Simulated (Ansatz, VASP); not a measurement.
# Cross-check of Ba2C between VASP and Ansatz, part 2 of 2

Aim: how closely do two programs agree when they are given the same cell, functional and k mesh? The cell is generated by rule, not measured, and may not be a known phase. The cell is taken from a series of runs on this material, whose earlier steps may have relaxed, scaled, displaced or heated it; both programs get it as it stands.

VASP 6.6.1 and Ansatz 0.2.0.

So far: The structure; Ansatz: zone-centre phonons, PBEsol.

## (3) VASP: zone-centre phonons, PBEsol

Level of this step: PBEsol; plane waves and PAW (C, Ba_sv); invented cell (VASP).

The same cell, functional, mesh and smearing now go to VASP, with its own data sets.

Lines of VASP's logs that name or quote its potential files are left out, and so is its time.

INCAR

```
SYSTEM = Ba2C
PREC = Accurate
ENCUT = 600
EDIFF = 1E-08
NELM = 120
ISMEAR = 1
SIGMA = 0.2
LREAL = .FALSE.
ALGO = Normal
GGA = PS
NBANDS = 30
LORBIT = 11
LWAVE = .FALSE.
LCHARG = .FALSE.
ISIF = 2
IBRION = 8
LASPH = .TRUE.
GGA_COMPAT = .FALSE.
KPAR = 2
```

POSCAR

```
Ba2C
1.0
    6.1820686643      0.0000000000      0.0000000000
    0.0000000000      6.1820686643      0.0000000000
    0.0000000000      0.0000000000      6.1820686643
C Ba
2 4
Direct
    0.0000000000      0.0000000000      0.0000000000
    0.5000000000      0.5000000000      0.5000000000
    0.2500000000      0.2500000000      0.2500000000
    0.7500000000      0.7500000000      0.2500000000
    0.7500000000      0.2500000000      0.7500000000
    0.2500000000      0.7500000000      0.7500000000
```

KPOINTS

```
Automatic mesh
0
Gamma
6 6 6
0 0 0
```

Potentials, in the order of the species: C and Ba_sv (PBE family, release 64).

Started as:

```console
> mpirun -np 2 vasp_std
```

Numbers of over 12 decimals in the logs are rounded to 6 here.

What it wrote:

```text
[banner, memory and clock lines left out]
running    2 mpi-ranks, on    1 nodes
 distrk:  each k-point on    1 cores,    2 groups
 distr:  one band on    1 cores,    1 groups

 POSCAR found type information on POSCAR C Ba
 POSCAR found :  2 types and       6 ions
|                                                                             |
|               ----> ADVICE to this user running VASP <----                  |
|                                                                             |
|     You enforced a specific xc type in the INCAR file but a different       |
|     [... a line on the potential file left out ...]
|     I HOPE YOU KNOW WHAT YOU ARE DOING!                                     |
|                                                                             |

 LDA part: xc-table for (Slater+PW92), standard interpolation
 POSCAR, INCAR and KPOINTS ok, starting setup
 FFT: planning ... GRIDC
 FFT: planning ... GRID_SOFT
 FFT: planning ... GRID
 WAVECAR not read
 entering main loop
       N       E                     dE             d eps       ncg     rms          rms(c)
DAV:   1     0.383284389269E+03    0.38328E+03   -0.21883E+04  1200   0.152E+03
DAV:   2     0.862900468678E-01   -0.38320E+03   -0.37135E+03  1816   0.276E+02
DAV:   3    -0.326773008313E+02   -0.32764E+02   -0.32090E+02  1602   0.810E+01
DAV:   4    -0.335839085272E+02   -0.90661E+00   -0.90106E+00  1732   0.115E+01
DAV:   5    -0.336162384808E+02   -0.32330E-01   -0.32304E-01  1580   0.196E+00    0.175E+01
DAV:   6    -0.272562348669E+02    0.63600E+01   -0.12522E+02  1526   0.286E+01    0.145E+01
DAV:   7    -0.219160069370E+02    0.53402E+01   -0.14835E+01  1446   0.119E+01    0.518E+00
DAV:   8    -0.218663404161E+02    0.49667E-01   -0.12881E+00  1380   0.365E+00    0.298E+00
DAV:   9    -0.217165238680E+02    0.14982E+00   -0.15657E-01  1458   0.178E+00    0.204E+00
DAV:  10    -0.216742991492E+02    0.42225E-01   -0.99170E-02  1420   0.133E+00    0.717E-01
DAV:  11    -0.216739503711E+02    0.34878E-03   -0.12972E-02  1592   0.330E-01    0.166E-01
DAV:  12    -0.216739932193E+02   -0.42848E-04   -0.15884E-03  1574   0.132E-01    0.522E-02
DAV:  13    -0.216740831102E+02   -0.89891E-04   -0.16085E-03  1524   0.958E-02    0.736E-02
DAV:  14    -0.216739359727E+02    0.14714E-03   -0.59772E-04  1542   0.551E-02    0.239E-03
DAV:  15    -0.216739378736E+02   -0.19008E-05   -0.17902E-05  1514   0.124E-02    0.291E-03
DAV:  16    -0.216739377280E+02    0.14551E-06   -0.14608E-06  1620   0.279E-03    0.701E-04
DAV:  17    -0.216739377039E+02    0.24192E-07   -0.95718E-08  1214   0.110E-03    0.319E-04
DAV:  18    -0.216739377189E+02   -0.14998E-07   -0.50590E-08  1222   0.572E-04    0.666E-04
DAV:  19    -0.216739377150E+02    0.38303E-08   -0.24414E-08  1142   0.404E-04
   1 F= -.21673938E+02 E0= -.21664963E+02  d E =-.269250E-01
 Linear response reoptimize wavefunctions to high precision
DAV:   1    -0.216739377172E+02   -0.21328E-08   -0.48688E-09  1098   0.199E-04
DAV:   2    -0.216739377171E+02    0.42292E-10   -0.26169E-10   888   0.654E-05
 Linear response DOF=           2
 Linear response progress:
  Degree of freedom:   1/  2
       N       E                     dE             d eps       ncg     rms          rms(c)
RMM:   1    -0.119070712852E+00   -0.11907E+00   -0.19144E-02  5497   0.108E+00
RMM:   2    -0.113296411134E+00    0.57743E-02   -0.10198E-02  5367   0.257E-01    0.150E-01
RMM:   3    -0.113750906455E+00   -0.45450E-03   -0.27129E-03  5992   0.109E-01    0.700E-02
RMM:   4    -0.114305962461E+00   -0.55506E-03   -0.86023E-04  5598   0.799E-02    0.183E-02
RMM:   5    -0.114215153625E+00    0.90809E-04   -0.10320E-04  6005   0.220E-02    0.151E-02
RMM:   6    -0.114213701177E+00    0.14524E-05   -0.27308E-05  6551   0.878E-03    0.115E-02
RMM:   7    -0.114235448194E+00   -0.21747E-04   -0.86352E-06  5796   0.104E-02    0.248E-03
RMM:   8    -0.114233104400E+00    0.23438E-05   -0.38031E-06  6933   0.300E-03    0.153E-03
RMM:   9    -0.114232061522E+00    0.10429E-05   -0.34944E-06  6526   0.135E-03    0.812E-04
RMM:  10    -0.114234509864E+00   -0.24483E-05   -0.16105E-07  6269   0.111E-03    0.301E-04
RMM:  11    -0.114235438503E+00   -0.92864E-06    0.23154E-07  6405   0.402E-04    0.125E-04
RMM:  12    -0.114235511402E+00   -0.72899E-07   -0.20980E-07  6659   0.204E-04    0.311E-05
RMM:  13    -0.114235660662E+00   -0.14926E-06   -0.11926E-07  7295   0.105E-04    0.957E-06
RMM:  14    -0.114235668836E+00   -0.81741E-08   -0.21897E-09  7624   0.740E-05    0.390E-06
 first order change of Fermi-energy  -0.76877E-03
 force on displaced ion       1 direction 1 :  -1.290  -0.000  -0.000
 Linear response progress:
  Degree of freedom:   2/  2
       N       E                     dE             d eps       ncg     rms          rms(c)
RMM:   1    -0.209028300867E+00   -0.20903E+00    0.30104E-01  7350   0.229E+00
RMM:   2    -0.217381444722E+00   -0.83531E-02   -0.37750E-02  8269   0.590E-01    0.140E-01
RMM:   3    -0.219193899156E+00   -0.18125E-02   -0.91988E-03  8859   0.232E-01    0.235E-01
RMM:   4    -0.217975808510E+00    0.12181E-02   -0.30351E-03  8062   0.116E-01    0.460E-02
RMM:   5    -0.218219622868E+00   -0.24381E-03   -0.48642E-04  7616   0.610E-02    0.235E-02
RMM:   6    -0.218254490906E+00   -0.34868E-04   -0.36101E-05  8229   0.167E-02    0.613E-03
RMM:   7    -0.218323425145E+00   -0.68934E-04   -0.10342E-05  8205   0.776E-03    0.363E-03
RMM:   8    -0.218332128953E+00   -0.87038E-05   -0.27458E-06  9156   0.267E-03    0.776E-04
RMM:   9    -0.218336242139E+00   -0.41132E-05   -0.10218E-06  9184   0.128E-03    0.967E-04
RMM:  10    -0.218341306141E+00   -0.50640E-05   -0.18086E-07  8138   0.965E-04    0.212E-04
RMM:  11    -0.218340400813E+00    0.90533E-06   -0.14721E-07  9041   0.377E-04    0.693E-05
RMM:  12    -0.218340515325E+00   -0.11451E-06   -0.11586E-07  8879   0.245E-04    0.205E-05
RMM:  13    -0.218340611269E+00   -0.95944E-07   -0.22383E-08  9750   0.173E-04    0.108E-05
RMM:  14    -0.218340674033E+00   -0.62764E-07   -0.26700E-08  9406   0.145E-04    0.697E-06
RMM:  15    -0.218340683937E+00   -0.99031E-08   -0.19413E-08  9553   0.132E-04    0.470E-06
 first order change of Fermi-energy  -0.10141E-02
 force on displaced ion       3 direction 1 :  -2.144  -2.021  -2.021
 Linear response finished
```

OUTCAR, selected parts (step 3):

```text
ion  position               nearest neighbor table
   1  0.000  0.000  0.000-   3 2.68   4 2.68   5 2.68   6 2.68
   2  0.500  0.500  0.500-   3 2.68   4 2.68   5 2.68   6 2.68
   3  0.250  0.250  0.250-   1 2.68   2 2.68   4 4.37   5 4.37   6 4.37   5 4.37   6 4.37   4 4.37
                             6 4.37   6 4.37   4 4.37   5 4.37   5 4.37   4 4.37
   4  0.750  0.750  0.250-   1 2.68   2 2.68   3 4.37   5 4.37   6 4.37   5 4.37   6 4.37   3 4.37
                             5 4.37   5 4.37   3 4.37   6 4.37   6 4.37   3 4.37
   5  0.750  0.250  0.750-   1 2.68   2 2.68   3 4.37   4 4.37   6 4.37   3 4.37   4 4.37   4 4.37
                             6 4.37   4 4.37   3 4.37   6 4.37   3 4.37   6 4.37
   6  0.250  0.750  0.750-   1 2.68   2 2.68   3 4.37   4 4.37   5 4.37   3 4.37   4 4.37   3 4.37
                             5 4.37   3 4.37   4 4.37   5 4.37   4 4.37   5 4.37

  LATTYP: Found a simple cubic cell.
 ALAT       =     6.1820686643

 Subroutine GETGRP returns: Found 48 space group operations
 (whereof 24 operations were pure point group operations)

The static configuration has the point symmetry T_d .
 The point group associated with its full space group is O_h .

 Found     20 irreducible k-points:

   k-points           NKPTS =     20   k-points in BZ     NKDIM =     20   number of bands    NBANDS=     30

   dimension x,y,z NGX =    50 NGY =   50 NGZ =   50
   dimension x,y,z NGXF=   100 NGYF=  100 NGZF=  100

   ENCUT  =  600.0 eV  44.10 Ry    6.64 a.u.  12.35 12.35 12.35*2*pi/ulx,y,z

   NELECT =      48.0000    total number of electrons

 k-points in reciprocal lattice and weights: Automatic mesh
   0.00000000  0.00000000  0.00000000       0.005
   0.16666667  0.00000000  0.00000000       0.028
   0.33333333  0.00000000  0.00000000       0.028
   0.50000000  0.00000000  0.00000000       0.014
   0.16666667  0.16666667  0.00000000       0.056
   0.33333333  0.16666667  0.00000000       0.111
   0.50000000  0.16666667  0.00000000       0.056
   0.33333333  0.33333333  0.00000000       0.056
   0.50000000  0.33333333  0.00000000       0.056
[...]
0.50000000  0.50000000  0.33333333       0.028
   0.50000000  0.50000000  0.50000000       0.005

 average (electrostatic) potential at core
       1 -52.4918       2 -52.4918       3 -38.0408       4 -38.0408       5 -38.0408
       6 -38.0408

  Total        0.9884946      0.9884946      0.9884946     -0.0000000     -0.0000000     -0.0000000
  in kB        6.7032191      6.7032191      6.7032191     -0.0000000     -0.0000000     -0.0000000
  external PRESSURE =       6.7032191 kB  Pullay stress =       0.0000000 kB

  energy-cutoff  :      600.00
  volume of cell :      236.27
      direct lattice vectors                 reciprocal lattice vectors
     6.182068664  0.000000000  0.000000000     0.161758152  0.000000000  0.000000000
[...]
3.09103      3.09103      3.09103        -0.000000      0.000000      0.000000
      1.54552      1.54552      1.54552         0.000000      0.000000     -0.000000
      4.63655      4.63655      1.54552        -0.000000     -0.000000     -0.000000
      4.63655      1.54552      4.63655         0.000000      0.000000      0.000000
      1.54552      4.63655      4.63655         0.000000     -0.000000     -0.000000
 -----------------------------------------------------------------------------------
    total drift:                               -0.000000      0.000000     -0.000000

 Eigenvectors and eigenvalues of the dynamical matrix
 ----------------------------------------------------

   1 f  =    6.966070 THz    43.769107 2PiTHz  232.363075 cm-1    28.809337 meV
             X         Y         Z           dx          dy          dz
      0.000000  0.000000  0.000000    -0.352671    0.442417    0.122586
      3.091034  3.091034  3.091034    -0.352671    0.442417    0.122586
      1.545517  1.545517  1.545517    -0.137518    0.012156   -0.048051
      4.636551  4.636551  1.545517    -0.055389    0.094286    0.012076
      4.636551  1.545517  4.636551     0.158889   -0.141994    0.248356
      1.545517  4.636551  4.636551     0.241018   -0.224124   -0.284332

   2 f  =    6.966070 THz    43.769107 2PiTHz  232.363075 cm-1    28.809337 meV
             X         Y         Z           dx          dy          dz
      0.000000  0.000000  0.000000     0.332752    0.139841    0.452612
      3.091034  3.091034  3.091034     0.332752    0.139841    0.452612
      1.545517  1.545517  1.545517    -0.247291   -0.283606   -0.224727
      4.636551  4.636551  1.545517     0.055947    0.019632    0.091897
      4.636551  1.545517  4.636551    -0.153601    0.242567   -0.131037
      1.545517  4.636551  4.636551     0.149637   -0.060671   -0.001792

   3 f  =    6.966070 THz    43.769107 2PiTHz  232.363075 cm-1    28.809337 meV
             X         Y         Z           dx          dy          dz
      0.000000  0.000000  0.000000    -0.316285   -0.346192    0.339488
      3.091034  3.091034  3.091034    -0.316285   -0.346192    0.339488
      1.545517  1.545517  1.545517     0.048656    0.043027    0.172105
      4.636551  4.636551  1.545517     0.276104    0.270474   -0.271736
      4.636551  1.545517  4.636551    -0.183283    0.058572   -0.059834
      1.545517  4.636551  4.636551     0.044165   -0.168876   -0.039797

   4 f  =    4.814978 THz    30.253397 2PiTHz  160.610365 cm-1    19.913138 meV
             X         Y         Z           dx          dy          dz
      0.000000  0.000000  0.000000     0.422974    0.270538   -0.497898
      3.091034  3.091034  3.091034    -0.422974   -0.270538    0.497898
      1.545517  1.545517  1.545517     0.000000   -0.000000   -0.000000
      4.636551  4.636551  1.545517    -0.000000    0.000000    0.000000
      4.636551  1.545517  4.636551     0.000000    0.000000   -0.000000
      1.545517  4.636551  4.636551     0.000000   -0.000000   -0.000000

   5 f  =    4.814978 THz    30.253397 2PiTHz  160.610365 cm-1    19.913138 meV
             X         Y         Z           dx          dy          dz
      0.000000  0.000000  0.000000    -0.191284    0.653011    0.192321
      3.091034  3.091034  3.091034     0.191284   -0.653011   -0.192321
      1.545517  1.545517  1.545517     0.000000   -0.000000    0.000000
      4.636551  4.636551  1.545517     0.000000   -0.000000    0.000000
      4.636551  1.545517  4.636551     0.000000    0.000000    0.000000
      1.545517  4.636551  4.636551    -0.000000   -0.000000    0.000000

   6 f  =    4.814978 THz    30.253397 2PiTHz  160.610365 cm-1    19.913138 meV
             X         Y         Z           dx          dy          dz
      0.000000  0.000000  0.000000     0.533389    0.019648    0.463800
      3.091034  3.091034  3.091034    -0.533389   -0.019648   -0.463800
      1.545517  1.545517  1.545517    -0.000000   -0.000000   -0.000000
      4.636551  4.636551  1.545517     0.000000    0.000000   -0.000000
      4.636551  1.545517  4.636551    -0.000000    0.000000    0.000000
      1.545517  4.636551  4.636551    -0.000000    0.000000    0.000000

   7 f  =    3.643400 THz    22.892158 2PiTHz  121.530747 cm-1    15.067885 meV
             X         Y         Z           dx          dy          dz
      0.000000  0.000000  0.000000    -0.000000   -0.000000   -0.000000
      3.091034  3.091034  3.091034     0.000000   -0.000000    0.000000
      1.545517  1.545517  1.545517    -0.288675   -0.288675   -0.288675
      4.636551  4.636551  1.545517     0.288675    0.288675   -0.288675
      4.636551  1.545517  4.636551     0.288675   -0.288675    0.288675
      1.545517  4.636551  4.636551    -0.288675    0.288675    0.288675

   8 f  =    1.657966 THz    10.417309 2PiTHz   55.303803 cm-1     6.856795 meV
             X         Y         Z           dx          dy          dz
      0.000000  0.000000  0.000000    -0.000000    0.000000    0.000000
      3.091034  3.091034  3.091034     0.000000    0.000000   -0.000000
      1.545517  1.545517  1.545517     0.352954   -0.354150    0.001196
      4.636551  4.636551  1.545517    -0.352954    0.354150    0.001196
      4.636551  1.545517  4.636551    -0.352954   -0.354150   -0.001196
      1.545517  4.636551  4.636551     0.352954    0.354150   -0.001196

   9 f  =    1.657966 THz    10.417309 2PiTHz   55.303803 cm-1     6.856795 meV
             X         Y         Z           dx          dy          dz
      0.000000  0.000000  0.000000    -0.000000    0.000000    0.000000
      3.091034  3.091034  3.091034    -0.000000    0.000000    0.000000
      1.545517  1.545517  1.545517    -0.205159   -0.203088    0.408247
      4.636551  4.636551  1.545517     0.205159    0.203088    0.408247
      4.636551  1.545517  4.636551     0.205159   -0.203088   -0.408247
      1.545517  4.636551  4.636551    -0.205159    0.203088   -0.408247

  10 f  =    0.961852 THz     6.043496 2PiTHz   32.083938 cm-1     3.977900 meV
             X         Y         Z           dx          dy          dz
      0.000000  0.000000  0.000000     0.000000   -0.000000   -0.000000
      3.091034  3.091034  3.091034     0.000000   -0.000000    0.000000
      1.545517  1.545517  1.545517    -0.109657    0.448183   -0.338526
      4.636551  4.636551  1.545517     0.407545   -0.069019    0.338526
      4.636551  1.545517  4.636551    -0.407545   -0.448183   -0.040637
      1.545517  4.636551  4.636551     0.109657    0.069019    0.040637

  11 f  =    0.961852 THz     6.043496 2PiTHz   32.083938 cm-1     3.977900 meV
             X         Y         Z           dx          dy          dz
      0.000000  0.000000  0.000000     0.000000    0.000000    0.000000
      3.091034  3.091034  3.091034     0.000000   -0.000000    0.000000
      1.545517  1.545517  1.545517    -0.024695   -0.149895    0.174590
      4.636551  4.636551  1.545517     0.269809   -0.444400   -0.174590
      4.636551  1.545517  4.636551    -0.269809    0.149895    0.419704
      1.545517  4.636551  4.636551     0.024695    0.444400   -0.419704

  12 f  =    0.961852 THz     6.043496 2PiTHz   32.083938 cm-1     3.977900 meV
             X         Y         Z           dx          dy          dz
      0.000000  0.000000  0.000000    -0.000000   -0.000000   -0.000000
      3.091034  3.091034  3.091034     0.000000   -0.000000   -0.000000
      1.545517  1.545517  1.545517    -0.487202    0.163291    0.323911
      4.636551  4.636551  1.545517    -0.105404   -0.218507   -0.323911
      4.636551  1.545517  4.636551     0.105404   -0.163291   -0.268695
      1.545517  4.636551  4.636551     0.487202    0.218507    0.268695

  13 f  =    0.011152 THz     0.070069 2PiTHz    0.371982 cm-1     0.046120 meV
             X         Y         Z           dx          dy          dz
      0.000000  0.000000  0.000000    -0.010042   -0.016198    0.144371
      3.091034  3.091034  3.091034    -0.010042   -0.016198    0.144371
      1.545517  1.545517  1.545517    -0.032406   -0.053023    0.484796
      4.636551  4.636551  1.545517    -0.035414   -0.056031    0.485343
      4.636551  1.545517  4.636551    -0.032068   -0.055822    0.485133
      1.545517  4.636551  4.636551    -0.035077   -0.052814    0.485005
    [... 43 further lines ...]
      4.636551  1.545517  4.636551    -0.187888   -0.301215   -0.025124
      1.545517  4.636551  4.636551    -0.311604   -0.177499    0.000752

 ELASTIC MODULI CONTR FROM IONIC RELAXATION (kBar)
 Direction    XX          YY          ZZ          XY          YZ          ZX
 --------------------------------------------------------------------------------
 XX          -0.0000      0.0000      0.0000      0.0000     -0.0000     -0.0000
 YY           0.0000     -0.0000      0.0000      0.0000      0.0000      0.0000
 ZZ           0.0000      0.0000     -0.0000     -0.0000      0.0000     -0.0000
 XY           0.0000      0.0000     -0.0000    -42.1398     -0.0000      0.0000
 YZ          -0.0000      0.0000      0.0000     -0.0000    -42.1398      0.0000
 ZX          -0.0000      0.0000     -0.0000      0.0000      0.0000    -42.1398
 --------------------------------------------------------------------------------
```

The k-mesh is coarse for a metal. Harder data sets than Ba_sv exist (the GW ones), and pressures, volumes and forces can shift noticeably with them.

## (4) Side by side

Known differences besides the potentials themselves: the cutoff is 420 eV in Ansatz and 600 eV in VASP; Ansatz makes its cores anew for this functional, VASP keeps those of its PBE data sets. Total energies have different zeros and are not compared.

Compared:

```
                                                   quantity  Ansatz    VASP  difference
optical mode 1 to 3 (imaginary, printed as negative) (cm⁻¹)  -114.3  -111.2        -3.1
                                 optical mode 4 to 6 (cm⁻¹)    33.3    32.1        +1.2
                                 optical mode 7 to 8 (cm⁻¹)    52.6    55.3     -4.80 %
                                      optical mode 9 (cm⁻¹)   111.3   121.5     -8.44 %
                               optical mode 10 to 12 (cm⁻¹)   146.2   160.6     -8.94 %
                               optical mode 13 to 15 (cm⁻¹)   202.8   232.4    -12.73 %
```

Modes are paired by rising frequency, not by their patterns, so a pair may set unlike modes beside each other; they are those without the splitting of longitudinal modes.

## (5) Results

```json
{
  "r.m.s. difference of the optical zone-centre modes, each program's sorted by frequency (zone-centre phonons, PBEsol)": "15 cm⁻¹",
  "difference in optical mode 13 to 15 (zone-centre phonons, PBEsol)": "-12.7 %"
}
```

In words: The r.m.s. difference of the optical zone-centre modes, each program's sorted by frequency is 15 cm⁻¹ (zone-centre phonons, PBEsol). Among the rows given in per cent, the largest difference of the zone-centre phonons, PBEsol pair is in optical mode 13 to 15, -12.7 %. What causes the difference of the zone-centre phonons, PBEsol pair stays open here. Such differences can come from data sets, numerical settings and the points named under the comparisons, not from the functional's error against experiment.

[Lines on the potential files, build, host, timing and source positions are cut from VASP's logs without a mark.]

[Logs are printed without paths, hosts, clocks, repeated set-up lines and the standing remarks that a program may print on its own settings, such as how far it seeks lower states.]

[Hosts, paths, dates, database ids (printed as entryN), source tags and the programs' standing remarks are cut or masked in the printed files.]
